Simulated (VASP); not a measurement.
Consider the following.

```xyz
2
Lattice="0.0000 2.5019 2.5019 2.5019 0.0000 2.5019 2.5019 2.5019 0.0000" Properties=species:S:1:pos:R:3 pbc="T T T"
Mg     0.0000     0.0000     0.0000
S      2.5019     2.5019     2.5019
```

Computed with PBEsol GGA, VASP's PBE PAW potentials (set 64) (plane waves; VASP). Run with 500 eV cut-off, 9×9×9 Γ-centred mesh, Gaussian smearing of 0.050 eV, potentials Mg S.

Energy and stress use the plane-wave basis of the starting cell.

### Question
The ions, cell shape and volume at an external pressure of 20.0 GPa are relaxed. Give the cell that the relaxation ends in.

### Answer

```xyz
2
Lattice="0.0000 2.4418 2.4418 2.4418 0.0000 2.4418 2.4418 2.4418 0.0000" Properties=species:S:1:pos:R:3 pbc="T T T"
Mg     0.0000     0.0000     0.0000
S      2.4418     2.4418     2.4418
```
Space group Fm-3m (225), at a tolerance of 0.03 Å.

### Question
How do energy and volume change from the first to the last step?

### Answer
The energy (σ→0) changes by +100.7 meV/atom and the volume by -7.0 %, in 3 ionic steps.

The compound is MgS in the rock salt structure. This run relaxes it under an external pressure of 20 GPa. Symmetry was kept, so distortions that lower it aren't found.
